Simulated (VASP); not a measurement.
Data:

```xyz
1
Lattice="0.0000 2.0210 2.0210 2.0210 0.0000 2.0210 2.0210 2.0210 0.0000" Properties=species:S:1:pos:R:3 pbc="T T T"
Al     2.0210     4.0419     2.0210
```

The numbers are results of PW91 GGA, VASP's PBE PAW potentials (set 64) (plane waves; VASP), not measurements. Numerical set-up: 520 eV cut-off, Gaussian smearing of 0.050 eV, potentials Al.

Problem. Predict the band gap (along the path) with the smallest direct gap where there is one.

Solution. 
- band gap (along the path) = none (metal, semimetal or under 0.01 eV)

Total energies compare only between runs with the same potentials, cut-off and functional.

The compound is Al in the fcc structure. It was relaxed first.
